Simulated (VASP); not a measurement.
Level of theory: PBEsol GGA, VASP's PBE PAW potentials (set 64) (plane waves; VASP).

VASP ran on this input.

### INCAR
```
LREAL=.False.
LASPH=.True.
PREC=Accurate
LWAVE=.False.
SIGMA=0.1
EDIFF=1E-7   # SCF stop (eV)
LCHARG=.False.
GGA=PS
ISMEAR=1   # Methfessel-Paxton
ALGO=Normal
SYSTEM=CuAu
NELM=100
ENCUT=480
LMAXMIX=6
ISIF=2   # forces and stress, cell fixed
```

**KPOINTS**
```
Automatic mesh
0
Gamma
12 12 10
0 0 0
```

POSCAR:
```
CuAu
1
    2.8262786633     0.0000000000     0.0000000000
    0.0000000000     2.8404100566     0.0000000000
    0.0000000000    -0.0000000000     3.5700494366
Cu Au
1 1
Direct
  0.0000000000   0.0000000000   1.0000000000
  0.5000000000   0.5000000000   0.5000000000
```

POTCAR, in this order: Cu Au (PBE.64 set). Program: vasp_std.

Output

OUTCAR:
```
 ion  position               nearest neighbor table
   1  0.000  0.000  0.000-   2 2.68   2 2.68   2 2.68   2 2.68   2 2.68   2 2.68   2 2.68   2 2.68
  LATTYP: Found a simple orthorhombic cell.
 ALAT       =     2.8262786633
 B/A-ratio  =     1.0050000000
 C/A-ratio  =     1.2631625759
 Subroutine PRICEL returns:
 Original cell was already a primitive cell.
 Subroutine GETGRP returns: Found  8 space group operations
The static configuration has the point symmetry D_2h.
The dynamic configuration has the point symmetry D_2h.
 Subroutine INISYM returns: Found  8 space group operations
 Subroutine IBZKPT returns following result:
 Found    294 irreducible k-points:

 Following reciprocal coordinates:
            Coordinates               Weight
  0.000000  0.000000  0.000000      1.000000
  0.083333  0.000000  0.000000      2.000000
  0.166667  0.000000  0.000000      2.000000
  0.250000  0.000000  0.000000      2.000000
  0.333333  0.000000  0.000000      2.000000
  0.416667  0.000000  0.000000      2.000000
  0.500000  0.000000  0.000000      1.000000
  0.000000  0.083333  0.000000      2.000000
  0.083333  0.083333  0.000000      4.000000
  0.166667  0.083333  0.000000      4.000000
  0.250000  0.083333  0.000000      4.000000
  0.333333  0.083333  0.000000      4.000000
  0.416667  0.083333  0.000000      4.000000
  0.500000  0.083333  0.000000      2.000000
  0.000000  0.166667  0.000000      2.000000
  0.083333  0.166667  0.000000      4.000000
  0.166667  0.166667  0.000000      4.000000
  0.250000  0.166667  0.000000      4.000000
  0.333333  0.166667  0.000000      4.000000
  0.416667  0.166667  0.000000      4.000000
  0.500000  0.166667  0.000000      2.000000
  0.000000  0.250000  0.000000      2.000000
  0.083333  0.250000  0.000000      4.000000
...
```

File OSZICAR:
```
       N       E                     dE             d eps       ncg     rms          rms(c)
DAV:   1     0.125586124101E+03    0.12559E+03   -0.10916E+04  9163   0.197E+03
DAV:   2    -0.504193955099E+01   -0.13063E+03   -0.12451E+03  9065   0.324E+02
DAV:   3    -0.953255515364E+01   -0.44906E+01   -0.44217E+01 11052   0.707E+01
DAV:   4    -0.957880714039E+01   -0.46252E-01   -0.46242E-01 10088   0.615E+00
DAV:   5    -0.958018090977E+01   -0.13738E-02   -0.13737E-02 13310   0.115E+00    0.127E+01
DAV:   6    -0.901690613135E+01    0.56327E+00   -0.11573E+01  9071   0.101E+02    0.603E+00
DAV:   7    -0.841598784530E+01    0.60092E+00   -0.39528E+00 11062   0.105E+02    0.584E+00
DAV:   8    -0.837222037471E+01    0.43767E-01   -0.25637E-01 12769   0.117E+01    0.296E+00
DAV:   9    -0.836140428132E+01    0.10816E-01   -0.51121E-02 13296   0.679E+00    0.225E-01
DAV:  10    -0.836047067676E+01    0.93360E-03   -0.75716E-03 13523   0.229E+00    0.782E-02
DAV:  11    -0.836047925605E+01   -0.85793E-05   -0.27699E-04 12550   0.491E-01    0.309E-02
DAV:  12    -0.836047132850E+01    0.79276E-05   -0.34892E-05 12356   0.178E-01    0.424E-03
DAV:  13    -0.836047105269E+01    0.27580E-06   -0.12039E-06 13838   0.223E-02    0.338E-03
DAV:  14    -0.836047104909E+01    0.36002E-08   -0.25084E-07  6949   0.176E-02
   1 F= -.83604710E+01 E0= -.83605309E+01  d E =0.179503E-03
```

File OUTCAR:
```
------------------------ aborting loop because EDIFF is reached ----------------------------------------
  FORCE on cell =-STRESS in cart. coord.  units (eV):
  Direction    XX          YY          ZZ          XY          YZ          ZX
  --------------------------------------------------------------------------------------
  Total       -0.1847234     -0.2693642     -0.3148878      0.0000000      0.0000000      0.0000000
  in kB      -10.3267175    -15.0584488    -17.6033815      0.0000000      0.0000000      0.0000000
  external PRESSURE =     -14.3295159 kB  Pullay stress =       0.0000000 kB
  volume of cell :       28.66
      direct lattice vectors                 reciprocal lattice vectors
     2.826278663  0.000000000  0.000000000     0.353822152  0.000000000  0.000000000
     0.000000000  2.840410057  0.000000000     0.000000000  0.352061843  0.000000000
     0.000000000  0.000000000  3.570049437     0.000000000  0.000000000  0.280108166
 POSITION                                       TOTAL-FORCE (eV/Angst)
 -----------------------------------------------------------------------------------
      0.00000      0.00000      0.00000         0.000000      0.000000      0.000000
      1.41314      1.42021      1.78502         0.000000      0.000000      0.000000
 -----------------------------------------------------------------------------------
    total drift:                               -0.000000      0.000000      0.000000
  FREE ENERGIE OF THE ION-ELECTRON SYSTEM (eV)
  ---------------------------------------------------
  free  energy   TOTEN  =        -8.3604710491 eV

  energy  without entropy=       -8.3606505524  energy(sigma->0) =       -8.36053088
```
(Selected blocks of OUTCAR.)

The compound is CuAu in the L1_0 structure. This cell was strained or had an atom moved on purpose.
